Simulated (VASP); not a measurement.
Input:

```
Tb
1.0
   -1.96418     1.96418     1.96418
    1.96418    -1.96418     1.96418
    1.96418     1.96418    -1.96418
Tb
1
Direct
  0.00000   0.00000   0.00000
```

Level of theory: PBEsol GGA, VASP's PBE PAW potentials (set 64) (plane waves; VASP 6.6.1). Settings: 400 eV cut-off, 12×12×12 Γ-centred mesh, first-order Methfessel-Paxton smearing of 0.10 eV, potentials Tb_3.

The 4f electrons are frozen in the core of the lanthanide potential, so 4f levels, which can set the real gap, and their magnetism are missing.

### Question
Estimate the energy per atom (σ→0), band gap (on the k-mesh) with the smallest direct gap where there is one.

### Answer

```
Property                                                     Value
------------------------  ----------------------------------------
band gap (on the k-mesh)  none (metal, semimetal or under 0.01 eV)
energy per atom (σ→0)                               -4.860 eV/atom
```

Total energies compare only between runs with the same potentials, cut-off and functional.

The structure was generated: Tb was put into the bcc type (Im-3m), which need not be its known phase. It was relaxed first, which changed the volume by -5 %. The start is the result of an earlier pass.
